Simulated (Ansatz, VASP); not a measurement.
# Si in two plane-wave programs, part 2 of 2

One calculation is typed for both programs; each brings its own data sets. How far apart do they land? Of the first pair: The structure shown is frame 63 of Ansatz's trajectory.

VASP 6.6.1 and Ansatz 0.2.0.

So far. Step 3 (VASP: single point, PBE, pair 1): The run ends at a pressure of -1.24 GPa, with forces up to 3.4 eV/Å.

**4. Comparison**

Known differences besides the potentials themselves: the cutoff is 420 eV in Ansatz and 400 eV in VASP (PREC = Accurate, projectors in real space). Total energies have different zeros and are not compared.

Forces on 8 of the 76 atoms, those with the largest forces and the largest differences (eV/Å; atoms numbered as in POSCAR):

| atom | Ansatz x, y, z | VASP x, y, z |
| --- | --- | --- |
| Si4 | -0.123, -1.744, -0.378 | -0.124, -1.735, -0.379 |
| Si9 | 0.350, 1.419, 0.663 | 0.352, 1.414, 0.655 |
| Si22 | -0.681, -0.895, -2.655 | -0.678, -0.894, -2.644 |
| Si24 | 1.040, 1.046, -1.598 | 1.039, 1.045, -1.593 |
| Si38 | 0.718, -0.943, 0.797 | 0.722, -0.937, 0.791 |
| Si40 | 0.722, -1.123, -1.395 | 0.722, -1.121, -1.394 |
| Si54 | 0.280, 0.882, 3.265 | 0.271, 0.878, 3.253 |
| Si74 | -1.025, 1.321, -0.179 | -1.017, 1.317, -0.178 |

The forces differ by 3.3 meV/Å r.m.s., which is 0.5 % of the r.m.s. force of 0.671 eV/Å (both taken over all components).

**5. Ansatz: dynamics, PBE**

One frame of this run of dynamics is then solved in both programs, so the motion causes no difference.

The structure compared here is frame 126 of Ansatz's trajectory.

input.yaml

```yaml
crystal:
  lattice:
    - [11.6597, 0.0, 0.0]
    - [0.0, 11.6597, 0.0]
    - [0.0, 0.0, 11.6597]
  atoms:
    - { symbol: Si, position: [0.85202, 0.8858, 0.23826] }
    - { symbol: Si, position: [0.79083, 0.18368, 0.2091] }
    - { symbol: Si, position: [0.68373, 0.27191, 0.95416] }
    - { symbol: Si, position: [0.98452, 0.37497, 0.37721] }
    - { symbol: Si, position: [0.89866, 0.82166, 0.05024] }
    - { symbol: Si, position: [0.78322, 0.77888, 0.54401] }
    - { symbol: Si, position: [0.07832, 0.68312, 0.39723] }
    - { symbol: Si, position: [0.2153, 0.88086, 0.96605] }
    - { symbol: Si, position: [0.03884, 0.51787, 0.51288] }
    - { symbol: Si, position: [0.0348, 0.17204, 0.00271] }
    - { symbol: Si, position: [0.72449, 0.69652, 0.87048] }
    - { symbol: Si, position: [0.29861, 0.09381, 0.26478] }
    - { symbol: Si, position: [0.40261, 0.63616, 0.89582] }
    - { symbol: Si, position: [0.85763, 0.68452, 0.71039] }
    - { symbol: Si, position: [0.57104, 0.49904, 0.52895] }
    - { symbol: Si, position: [0.62487, 0.10942, 0.59172] }
    - { symbol: Si, position: [0.49855, 0.57622, 0.18829] }
    - { symbol: Si, position: [0.27192, 0.48469, 0.9319] }
    - { symbol: Si, position: [0.47886, 0.93846, 0.77967] }
    - { symbol: Si, position: [0.45933, 0.99472, 0.5831] }
    - { symbol: Si, position: [0.21641, 0.71469, 0.65792] }
    - { symbol: Si, position: [0.46498, 0.14421, 0.80991] }
    - { symbol: Si, position: [0.80904, 0.96261, 0.93245] }
    - { symbol: Si, position: [0.04228, 0.75951, 0.75956] }
    - { symbol: Si, position: [0.11711, 0.56198, 0.03903] }
    - { symbol: Si, position: [0.80875, 0.38934, 0.26997] }
    - { symbol: Si, position: [0.6314, 0.8766, 0.90256] }
    - { symbol: Si, position: [0.93776, 0.08933, 0.48332] }
    - { symbol: Si, position: [0.49606, 0.87132, 0.42318] }
    - { symbol: Si, position: [0.69463, 0.35674, 0.43927] }
    - { symbol: Si, position: [0.1192, 0.01122, 0.55011] }
    - { symbol: Si, position: [0.26352, 0.80266, 0.16055] }
    - { symbol: Si, position: [0.18688, 0.82965, 0.48688] }
    - { symbol: Si, position: [0.37508, 0.44677, 0.48269] }
    - { symbol: Si, position: [0.22131, 0.50913, 0.60849] }
    - { symbol: Si, position: [0.56705, 0.20222, 0.42171] }
    - { symbol: Si, position: [0.19473, 0.38538, 0.77025] }
    - { symbol: Si, position: [0.60135, 0.70042, 0.49033] }
    - { symbol: Si, position: [0.8713, 0.02579, 0.75133] }
    - { symbol: Si, position: [0.54685, 0.88259, 0.08515] }
    - { symbol: Si, position: [0.29331, 0.11792, 0.56972] }
    - { symbol: Si, position: [0.65217, 0.24985, 0.74863] }
    - { symbol: Si, position: [0.33676, 0.51728, 0.29283] }
    - { symbol: Si, position: [0.06438, 0.74582, 0.96015] }
    - { symbol: Si, position: [0.09576, 0.32884, 0.21099] }
    - { symbol: Si, position: [0.29778, 0.3318, 0.22769] }
    - { symbol: Si, position: [0.8593, 0.22667, 0.73189] }
    - { symbol: Si, position: [0.42695, 0.72402, 0.07743] }
    - { symbol: Si, position: [0.05594, 0.96184, 0.73434] }
    - { symbol: Si, position: [0.80817, 0.5994, 0.25217] }
    - { symbol: Si, position: [0.88471, 0.48607, 0.66301] }
    - { symbol: Si, position: [0.17975, 0.62928, 0.22654] }
    - { symbol: Si, position: [0.93462, 0.06498, 0.28529] }
    - { symbol: Si, position: [0.49468, 0.20108, 0.99857] }
    - { symbol: Si, position: [0.83095, 0.14505, 0.0145] }
    - { symbol: Si, position: [0.99117, 0.375, 0.80633] }
    - { symbol: Si, position: [0.80462, 0.4215, 0.05806] }
    - { symbol: Si, position: [0.27233, 0.19211, 0.76019] }
    - { symbol: Si, position: [0.7852, 0.98448, 0.57281] }
    - { symbol: Si, position: [0.00204, 0.38583, 0.01854] }
    - { symbol: Si, position: [0.586, 0.55457, 0.85806] }
    - { symbol: Si, position: [0.5752, 0.45737, 0.0366] }
    - { symbol: Si, position: [0.6452, 0.88702, 0.26419] }
    - { symbol: Si, position: [0.81258, 0.63463, 0.0458] }
    - { symbol: Si, position: [0.10369, 0.12672, 0.19145] }
    - { symbol: Si, position: [0.87008, 0.28442, 0.53095] }
    - { symbol: Si, position: [0.15736, 0.0637, 0.87732] }
    - { symbol: Si, position: [0.6188, 0.09418, 0.26287] }
    - { symbol: Si, position: [0.36657, 0.24282, 0.42031] }
    - { symbol: Si, position: [0.63289, 0.67817, 0.29262] }
    - { symbol: Si, position: [0.38833, 0.3638, 0.04785] }
    - { symbol: Si, position: [0.8898, 0.74104, 0.37274] }
    - { symbol: Si, position: [0.31149, 0.89816, 0.33642] }
    - { symbol: Si, position: [0.46108, 0.06266, 0.1376] }
    - { symbol: Si, position: [0.66977, 0.44841, 0.70121] }
    - { symbol: Si, position: [0.32818, 0.80442, 0.81206] }
kpoints:
  mp_grid: { grid: [1, 1, 1] }
hamiltonian:
  xc: pbe
scf:
  occupations: { method: fermi_dirac, width: 0.025 }
output:
  forces: true
md:
  timestep: 2.0
  n_steps: 189
  ensemble: nve
  temperature: 900
  initial_velocities: maxwell_boltzmann
  seed: 4238
```

Launch:

```sh
$ ansatz run input.yaml --threads 4 --pin off --max-ram 8192MiB --backend cpu --events-out ev --progress --plain --runs-dir out
```

Numbers of over 12 decimals in the logs are rounded to 6 here.

The log of the run:

```text
[...]
Crystal: 76 atoms, lattice volume = 1585.120 Å³
Basis set: ecut = 420 eV, 31103 PW (Γ), exchange–correlation on 160×160×160 points (8 copies of the dense FFT grid, shifted against one another)
Bands: 228, of which v1, the nominal top of the filled ones, is band 152 counted from 1 (151 counted from 0)
Symmetry: 1 space group operations
k-points: 1
[...]
atom  74  Si    -0.34297649    -0.30575233    -0.49929473
  atom  75  Si    -0.26262002     0.45405937     0.18495968
  atom  76  Si    -0.28118396    -1.22847362     0.69496723
  max |Σ_I F_I| component: 2.41e-5 eV/Å
--- Band table (eV) ---
  k-point 0: bands = [... 148 lower, 5.4340, 5.5390, 5.6439, 5.7661, 6.0771, 6.1548, 6.3584, 6.4270, ... 72 higher]
--- MD trajectory: 189 steps, t = 0.0 → 378.0 fs ---
[...]
conserved energy: peak-to-peak 2.859e-2 eV (3.762e-4 eV/atom) over 378.0 fs
[key lines of the parts left out:]
SCF converged after 8 iterations
Free energy (F): -48296.334723 eV
Fermi energy:    5.921135 eV
```

**6. VASP: single point, PBE, pair 2**

The same cell, functional, mesh and smearing now go to VASP, with its own data sets.

INCAR

```
SYSTEM = Si
PREC = Accurate
ENCUT = 400
EDIFF = 1E-06
NELM = 120
ISMEAR = -1
SIGMA = 0.025
LREAL = Auto
ALGO = Normal
GGA = PE
NBANDS = 208
LORBIT = 11
LWAVE = .FALSE.
LCHARG = .FALSE.
ISIF = 2
LASPH = .TRUE.
GGA_COMPAT = .FALSE.
EFERMI = MIDGAP
NCORE = 2
```

POSCAR

```
Si
1.0
   11.6597000000      0.0000000000      0.0000000000
    0.0000000000     11.6597000000      0.0000000000
    0.0000000000      0.0000000000     11.6597000000
Si
76
Direct
    0.8530065096      0.8745679563      0.2048423201
    0.8022161805      0.1676458228      0.2184447284
    0.6964072832      0.2743895641      0.9684125664
    0.9802996647      0.3872312324      0.3894954416
    0.9116701116      0.8171222244      0.0217930135
    0.7832791581      0.7825844576      0.5382213951
    0.0599672376      0.6944861360      0.4184584509
    0.2060173075      0.8773038757      0.9763029924
    0.0223933720      0.5358199611      0.5305453828
    0.0451984185      0.1899963121      0.0034906558
    0.7074624562      0.7081485802      0.8483408664
    0.3055224405      0.0726433785      0.2659845451
    0.3773338937      0.6270916061      0.8976731820
    0.8692676484      0.7007813237      0.7148811719
    0.5748689932      0.4972340626      0.5341303807
    0.6238067875      0.1135620985      0.5824763930
    0.4711870803      0.6002813108      0.1926807722
    0.2628969871      0.4726022110      0.9465080577
    0.4854327298      0.9655737283      0.7736648456
    0.4651063063      0.9916893231      0.5680334829
    0.2191051228      0.7335608978      0.6632074582
    0.4742231790      0.1610161496      0.8135886858
    0.8046519207      0.9671089308      0.9235229037
    0.0513821110      0.7727042720      0.7593248540
    0.1142825287      0.5518152268      0.0702762507
    0.8078252442      0.3623849670      0.2777773013
    0.6382068149      0.8772695695      0.8918068218
    0.9282485827      0.0806109934      0.4764016227
    0.5022513444      0.8538127053      0.3960993851
    0.6883796324      0.3310891361      0.4444539739
    0.1150887244      0.0124531506      0.5493537570
    0.2500664683      0.7999262417      0.1559902913
    0.1863598549      0.8287091435      0.4756468863
    0.3824540940      0.4392565846      0.5008705198
    0.2115148760      0.5258282803      0.6051870974
    0.5645942863      0.1872089333      0.3888950831
    0.1857166136      0.3792807705      0.7712205288
    0.5959501531      0.6944947126      0.4808614287
    0.8759659339      0.0309098862      0.7469317392
    0.5480844276      0.8809489095      0.0658679040
    0.2999219534      0.1101743613      0.5743629767
    0.6610204379      0.2525450912      0.7445388818
    0.3342110003      0.5426983542      0.3206000154
    0.0731065122      0.7253274098      0.9635582391
    0.1182706245      0.2952906164      0.2756331638
    0.3092103570      0.3674194019      0.2506668268
    0.8633841351      0.2322701270      0.7235949467
    0.4052934467      0.7254131753      0.0661509301
    0.0696673156      0.9649304871      0.7422060602
    0.8047291097      0.5935315660      0.2445860528
    0.8797824987      0.4938720550      0.6816470407
    0.1688465398      0.6389787044      0.2487971389
    0.9388749282      0.0451898419      0.2751528770
    0.5060936388      0.2162920144      0.9881214783
    0.8443527707      0.1443604895      0.0184310059
    0.9793476676      0.3647864010      0.8172422961
    0.7976277263      0.4349597331      0.0760053861
    0.2812508041      0.1970548127      0.7659030678
    0.7768038629      0.9838074736      0.5769445183
    0.9841076529      0.3911078330      0.0109779840
    0.5869533521      0.5472096195      0.8503134729
    0.5879739616      0.4711270444      0.0519824695
    0.6438587614      0.8737531840      0.2385738913
    0.8014014083      0.6402051511      0.0257039203
    0.1116581044      0.1139823495      0.2059744247
    0.8769179310      0.2670909200      0.5206651972
    0.1690781066      0.0674888719      0.8907175999
    0.6274947040      0.0851737180      0.2367985454
    0.3593488683      0.2279046631      0.4049932674
    0.6292614733      0.6675814987      0.2935753064
    0.4050018440      0.3718534782      0.0710652933
    0.8839078192      0.7559971526      0.3583882947
    0.3185502200      0.8808631440      0.3248196780
    0.4603034383      0.0602674168      0.1054057995
    0.6638078167      0.4454059710      0.6999322453
    0.3323584655      0.8203727369      0.8236661321
```

KPOINTS

```
Automatic mesh
0
Gamma
1 1 1
0 0 0
```

The projector-augmented-wave data sets are Si (PBE family, release 64).

Launch:

```sh
$ mpirun -np 8 vasp_gam
```

The log of the run:

```text
[... set-up lines as in an earlier step ...]
 entering main loop
       N       E                     dE             d eps       ncg     rms          rms(c)
DAV:   1     0.127447273389E+04    0.12745E+04   -0.11206E+05   424   0.104E+03
DAV:   2    -0.230365101015E+03   -0.15048E+04   -0.14074E+04   520   0.194E+02
DAV:   3    -0.390117510548E+03   -0.15975E+03   -0.15434E+03   528   0.555E+01
DAV:   4    -0.395262910094E+03   -0.51454E+01   -0.50947E+01   512   0.117E+01
[...]
DAV:  16    -0.387347436160E+03   -0.32356E-05   -0.39835E-06   416   0.330E-03    0.271E-03
DAV:  17    -0.387347437310E+03   -0.11507E-05   -0.53847E-07   288   0.137E-03    0.977E-04
DAV:  18    -0.387347437621E+03   -0.31079E-06   -0.28041E-07   256   0.915E-04
   1 F= -.38734744E+03 E0= -.38734645E+03  d E =-.197295E-02
```

Parts of OUTCAR (step 6):

```text
  FREE ENERGIE OF THE ION-ELECTRON SYSTEM (eV)
  ---------------------------------------------------
  free  energy   TOTEN  =      -387.3474376211 eV

  energy  without entropy=     -387.3454646676  energy(sigma->0) =     -387.34645114
```

The run ends at a pressure of -0.56 GPa, with forces up to 2.4 eV/Å.

**7. Comparison**

Forces on 10 of the 76 atoms, those with the largest forces and the largest differences (eV/Å; atoms numbered as in POSCAR):

| atom | Ansatz x, y, z | VASP x, y, z |
| --- | --- | --- |
| Si11 | 0.894, -1.926, 0.103 | 0.891, -1.921, 0.107 |
| Si17 | 1.693, -0.897, 0.467 | 1.693, -0.891, 0.470 |
| Si27 | -1.732, 1.597, -0.441 | -1.728, 1.593, -0.438 |
| Si33 | 0.476, 1.033, 1.179 | 0.472, 1.028, 1.176 |
| Si43 | 0.114, 0.623, 0.998 | 0.116, 0.618, 0.989 |
| Si46 | -0.849, -1.589, -0.293 | -0.848, -1.585, -0.290 |
| Si50 | 0.093, 0.647, -0.167 | 0.086, 0.651, -0.165 |
| Si54 | -0.460, -0.042, 2.253 | -0.457, -0.042, 2.251 |
| Si61 | -1.360, 0.619, 1.284 | -1.354, 0.622, 1.280 |
| Si68 | -0.963, -0.654, -0.160 | -0.962, -0.648, -0.154 |

The forces differ by 2.9 meV/Å r.m.s., which is 0.4 % of the r.m.s. force of 0.660 eV/Å (both taken over all components).

**8. Ansatz: dynamics, PBE**

One frame of this run of dynamics is then solved in both programs, so the motion causes no difference.

The structure compared here is frame 189 of Ansatz's trajectory.

input.yaml is that of step 5.

Launch:

```sh
$ ansatz run input.yaml --threads 4 --pin off --max-ram 8192MiB --backend cpu --events-out ev --progress --plain --runs-dir out
```

The log of the run:

```text
[...]
Crystal: 76 atoms, lattice volume = 1585.120 Å³
Basis set: ecut = 420 eV, 31103 PW (Γ), exchange–correlation on 160×160×160 points (8 copies of the dense FFT grid, shifted against one another)
Bands: 228, of which v1, the nominal top of the filled ones, is band 152 counted from 1 (151 counted from 0)
Symmetry: 1 space group operations
k-points: 1
[...]
atom  74  Si    -0.34297649    -0.30575233    -0.49929473
  atom  75  Si    -0.26262002     0.45405937     0.18495968
  atom  76  Si    -0.28118396    -1.22847362     0.69496723
  max |Σ_I F_I| component: 2.41e-5 eV/Å
--- Band table (eV) ---
  k-point 0: bands = [... 148 lower, 5.4340, 5.5390, 5.6439, 5.7661, 6.0771, 6.1548, 6.3584, 6.4270, ... 72 higher]
--- MD trajectory: 189 steps, t = 0.0 → 378.0 fs ---
[...]
conserved energy: peak-to-peak 2.859e-2 eV (3.762e-4 eV/atom) over 378.0 fs
[key lines of the parts left out:]
SCF converged after 8 iterations
Free energy (F): -48296.334723 eV
Fermi energy:    5.921135 eV
```

**9. VASP: single point, PBE, pair 3**

The same cell, functional, mesh and smearing now go to VASP, with its own data sets.

INCAR is that of step 6.

POSCAR

```
Si
1.0
   11.6597000000      0.0000000000      0.0000000000
    0.0000000000     11.6597000000      0.0000000000
    0.0000000000      0.0000000000     11.6597000000
Si
76
Direct
    0.8610598900      0.8680926610      0.2350231996
    0.7858349700      0.1936842286      0.2238994142
    0.6955753579      0.2559070988      0.9320565709
    0.9838760860      0.3640573943      0.3945984888
    0.8969184456      0.8087858178      0.0424196163
    0.7592390885      0.7688534010      0.5578531180
    0.0770259955      0.6713551807      0.3863049650
    0.2267897116      0.8985051073      0.9721862484
    0.0469909174      0.5136410028      0.5082463528
    0.0431829292      0.1841642581      0.0161153374
    0.6981568994      0.7067334494      0.8656054615
    0.3268094376      0.0704477817      0.2745696716
    0.4093072721      0.6436872304      0.8841994219
    0.8340780638      0.6980625574      0.7315711382
    0.5684708869      0.4981603300      0.5216429239
    0.6324176437      0.1165295848      0.5879825381
    0.4941808108      0.5842603154      0.2210691527
    0.2732574595      0.4742660617      0.9251095654
    0.4756640394      0.9405816616      0.7769239346
    0.4619244063      0.0158494644      0.5945607520
    0.2079984905      0.7172482997      0.6537132173
    0.4431932211      0.1322160948      0.8210331312
    0.8126967246      0.9622546035      0.9448870897
    0.0311157234      0.7676355309      0.7601910855
    0.1034503461      0.5748775697      0.0162182560
    0.8327229689      0.3857046065      0.2334708440
    0.6283780886      0.8948772267      0.8986766383
    0.9487551138      0.0629776066      0.4800295033
    0.4997641449      0.8669519799      0.4352084530
    0.7046922305      0.3624707325      0.4036467491
    0.1287597451      0.0018868410      0.5592167895
    0.2752300660      0.8009125449      0.1516848632
    0.1810080877      0.8196780363      0.4833400516
    0.3681055259      0.4509893050      0.4867449420
    0.2336080688      0.5123974030      0.6211223273
    0.5668670721      0.2038817465      0.4290590667
    0.1934269321      0.3913222467      0.7641277220
    0.5726819729      0.6993490399      0.5298592588
    0.8783073321      0.0383200254      0.7523864250
    0.5285641998      0.8790706450      0.0808339837
    0.2834378243      0.1330737498      0.5528958721
    0.6782249972      0.2406322633      0.7361424393
    0.3218436152      0.5317632529      0.3076580015
    0.0716913814      0.7631928780      0.9489952572
    0.1426366030      0.2750499584      0.3237047265
    0.3016115337      0.3487568291      0.2141307238
    0.8789505733      0.2343628052      0.7025052103
    0.4318550220      0.7053526249      0.0805938403
    0.0587836737      0.9701793357      0.7444874225
    0.7641019923      0.5911987444      0.2755045156
    0.8923214148      0.5217973018      0.6524010052
    0.1682633344      0.6445620385      0.2096709178
    0.9250838358      0.0467421975      0.2787292984
    0.5092326561      0.2137962383      0.0040138254
    0.8306731734      0.1334253883      0.0330711768
    0.9867235006      0.3951731177      0.7710061151
    0.7861694555      0.4237072995      0.0196059933
    0.2644064599      0.1946876849      0.7463313807
    0.7979622117      0.9768004323      0.5838657941
    0.9914406031      0.3969999228      0.9857371974
    0.5821076014      0.5456143812      0.8533667247
    0.5700403956      0.4587682359      0.0395293189
    0.6646311655      0.8816607631      0.2526737395
    0.7704486393      0.6362427850      0.0583548462
    0.1099256413      0.1124128408      0.2004253969
    0.8559997256      0.2576567150      0.5038380061
    0.1687350446      0.0726262254      0.8809317564
    0.6334039469      0.0796246902      0.2854704667
    0.3635942606      0.2527423519      0.3933977718
    0.6213110114      0.7053097421      0.3366724701
    0.3934921139      0.3609012239      0.0370935787
    0.8818322941      0.7245040610      0.3837491531
    0.3220408758      0.8787104299      0.3275212913
    0.4875168315      0.0701047197      0.1483571618
    0.6772386940      0.4403115003      0.6870931499
    0.3236361141      0.8183486711      0.8024305943
```

KPOINTS is that of step 6.

Launch:

```sh
$ mpirun -np 8 vasp_gam
```

The log of the run:

```text
[... set-up lines as in an earlier step ...]
 entering main loop
       N       E                     dE             d eps       ncg     rms          rms(c)
DAV:   1     0.126922824175E+04    0.12692E+04   -0.11202E+05   424   0.103E+03
DAV:   2    -0.232751020471E+03   -0.15020E+04   -0.13979E+04   528   0.193E+02
DAV:   3    -0.390164106527E+03   -0.15741E+03   -0.15261E+03   536   0.557E+01
DAV:   4    -0.394727386414E+03   -0.45633E+01   -0.45263E+01   504   0.114E+01
[...]
DAV:  15    -0.387001879203E+03   -0.79998E-05   -0.13371E-05   464   0.591E-03    0.580E-03
DAV:  16    -0.387001881012E+03   -0.18094E-05   -0.26965E-06   416   0.273E-03    0.225E-03
DAV:  17    -0.387001881861E+03   -0.84833E-06   -0.46149E-07   272   0.121E-03
   1 F= -.38700188E+03 E0= -.38700114E+03  d E =-.147548E-02
```

From OUTCAR (step 9):

```text
  FREE ENERGIE OF THE ION-ELECTRON SYSTEM (eV)
  ---------------------------------------------------
  free  energy   TOTEN  =      -387.0018818605 eV

  energy  without entropy=     -387.0004063796  energy(sigma->0) =     -387.00114412
```

The run ends at a pressure of -1.02 GPa, with forces up to 2.5 eV/Å.

**10. Side by side**

Forces on 10 of the 76 atoms, those with the largest forces and the largest differences (eV/Å; atoms numbered as in POSCAR):

```csv
atom,"Ansatz x, y, z","VASP x, y, z"
Si2,"0.754, -1.875, -0.201","0.755, -1.876, -0.203"
Si11,"-0.748, -0.203, 2.059","-0.744, -0.204, 2.054"
Si14,"2.054, -0.026, -1.442","2.051, -0.027, -1.441"
Si17,"0.939, 0.025, -0.084","0.933, 0.030, -0.088"
Si18,"-0.052, 1.905, 0.196","-0.049, 1.901, 0.196"
Si20,"-0.304, -0.416, -0.902","-0.298, -0.417, -0.895"
Si25,"0.889, -1.252, 0.899","0.890, -1.250, 0.900"
Si38,"-0.143, 0.372, 0.224","-0.137, 0.376, 0.216"
Si50,"1.329, -0.399, -1.074","1.326, -0.392, -1.072"
Si54,"0.044, -1.707, -0.957","0.041, -1.702, -0.958"
```

The forces differ by 2.9 meV/Å r.m.s., which is 0.4 % of the r.m.s. force of 0.681 eV/Å (both taken over all components).

**11. What came out**

```yaml
r_m_s_force_difference_single_point_pbe_pair_1: 0.49 % of the r.m.s. force
r_m_s_force_difference_single_point_pbe_pair_2: 0.44 % of the r.m.s. force
r_m_s_force_difference_single_point_pbe_pair_3: 0.43 % of the r.m.s. force
```

In words: The r.m.s. force difference is 0.49 % of the r.m.s. force (single point, PBE, pair 1), within the 3 % picked in this series as the mark of a large difference. How closely two codes agree says nothing of how well the functional describes the real material.

[Lines on the potential files, build, host, timing and source positions are cut from VASP's logs without a mark.]

[Logs are printed without paths, hosts, clocks, repeated set-up lines and the standing remarks that a program may print on its own settings, such as how far it seeks lower states.]

[Hosts, paths, dates, database ids (printed as entryN), source tags and the programs' standing remarks are cut or masked in the printed files.]
